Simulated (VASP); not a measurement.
These are PW91 GGA, VASP's PBE PAW potentials (set 64) (plane waves; VASP) values and carry that method's errors.

VASP ran on this input.

**KPOINTS**
```
Automatic mesh
0
Gamma
10 10 10
0 0 0
```

POSCAR:
```
PdIn
1
    3.2500000000     0.0000000000     0.0000000000
    0.0000000000     3.2500000000     0.0000000000
    0.0000000000     0.0000000000     3.2500000000
In Pd
1 1
Direct
  0.5000000000   0.5000000000   0.5000000000
  0.0000000000   0.0000000000   0.0000000000
```

**INCAR**
```
# general
SYSTEM  = PdIn
PREC    = Accurate
ENCUT   = 400   # plane-wave cut-off (eV)
LREAL   = .False.   # projection in real space or not
LASPH   = .True.

# electronic loop
EDIFF   = 1E-6   # SCF stop (eV)
NELM    = 100
ALGO    = Normal
LMAXMIX = 4   # l cut-off of mixed one-centre charges

# smearing
ISMEAR  = 1
SIGMA   = 0.1

# functional
GGA     = 91

# ions
ISIF    = 2   # forces and stress, cell fixed

# output
LWAVE   = .False.
LCHARG  = .False.
```

POTCAR, in this order: In_d Pd (PBE.64 set). Program: vasp_std.

Unless said otherwise, spin-orbit coupling is left out, though it shifts the bands of the heavy elements here.

**Question.** Predict the energy per atom (σ→0), pressure, band gap (on the k-mesh).

**Answer.** 
```json
{
  "energy per atom (σ→0)": "-4.378 eV/atom",
  "band gap (on the k-mesh)": "none (metal, semimetal or under 0.01 eV)",
  "pressure": "7.07 GPa"
}
```

File OSZICAR:
```
...
DAV:   5    -0.899904981113E+01   -0.53195E-02   -0.53194E-02  2546   0.206E+00    0.710E+00
DAV:   6    -0.880334500668E+01    0.19570E+00   -0.49965E-01  1932   0.109E+01    0.326E+00
DAV:   7    -0.876457499421E+01    0.38770E-01   -0.81056E-02  2179   0.569E+00    0.145E+00
DAV:   8    -0.875714983100E+01    0.74252E-02   -0.20407E-02  1946   0.145E+00    0.416E-01
DAV:   9    -0.875623536414E+01    0.91447E-03   -0.19668E-03  2163   0.802E-01    0.604E-02
DAV:  10    -0.875623252194E+01    0.28422E-05   -0.49066E-05  2225   0.116E-01    0.257E-02
DAV:  11    -0.875623330300E+01   -0.78106E-06   -0.42141E-06  1988   0.217E-02
   1 F= -.87562333E+01 E0= -.87557346E+01  d E =-.149608E-02
```

The compound is PdIn in the CsCl type structure. The cell was not relaxed at this level. The run is one of a series of settings (GGA = 91 against the base run), some of them coarse on purpose. The electron count is odd and the run is not spin-polarised, which forces a metal.
